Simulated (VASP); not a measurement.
HfB:

```xyz
2
Lattice="0.0000 2.3100 2.3100 2.3100 0.0000 2.3100 2.3100 2.3100 0.0000" Properties=species:S:1:pos:R:3 pbc="T T T"
Hf    2.3100    2.3100    2.3100
B     0.0000    0.0000    0.0000
```

```yaml
Program: VASP 6.6.1
Task: relaxation of cell and atoms
Functional: r2SCAN
Potentials_or_basis: VASP PAW PBE potentials, release 64 (Hf_pv, B)
Cutoff: 600 eV
k_mesh: 10 × 10 × 10
Occupations: fermi-dirac, width 0.05 eV
Spin: no spin polarisation
```

At the start: pressure 29.6 GPa; volume 12.33 Å³/atom.

**Question.** How do energy, volume and symmetry change on relaxing?

**Answer.** Over 17 steps the energy falls by 143.1 meV/atom and the volume is 14.04 Å³/atom (+13.9 %); space group Fm-3m (No. 225, to 0.05 Å).

Step by step:
| step | energy change (eV) | largest force (eV/Å) | pressure (GPa) | volume (Å³) |
| --- | --- | --- | --- | --- |
| 1 | 0.0000 | 0.0000 | 29.56 | 24.65 |
| 2 | 0.1760 | 0.0000 | -22.85 | 33.69 |
| 3 | -0.2858 | 0.0000 | -0.98 | 28.24 |
| 4 | -0.2862 | 0.0000 | -0.13 | 28.11 |
| 5 | -0.2861 | 0.0000 | 0.33 | 28.04 |
| 6 | -0.2861 | 0.0000 | 0.32 | 28.04 |
| 7 | -0.2861 | 0.0000 | 0.30 | 28.04 |
| 8 | -0.2861 | 0.0000 | 0.30 | 28.04 |
| 9 | -0.2861 | 0.0000 | 0.30 | 28.04 |
| 10 | -0.2861 | 0.0000 | 0.30 | 28.04 |
| 11 | -0.2861 | 0.0000 | 0.30 | 28.04 |
| 12 | -0.2861 | 0.0000 | 0.30 | 28.04 |
| 13 | -0.2861 | 0.0000 | 0.28 | 28.04 |
| 14 | -0.2862 | 0.0000 | 0.26 | 28.05 |
| 15 | -0.2862 | 0.0000 | 0.23 | 28.05 |
| 16 | -0.2862 | 0.0000 | 0.16 | 28.06 |
| 17 | -0.2862 | 0.0000 | 0.02 | 28.08 |

Final structure:
```
Hf B
1.0
     0.00000    2.41255    2.41255
     2.41255    0.00000    2.41255
     2.41255    2.41255    0.00000
Hf B
1 1
Direct
  0.50000 0.50000 0.50000
  0.00000 0.00000 0.00000
```

Caveat: the PAW data sets were made with another functional, which shifts forces and pressure a little.
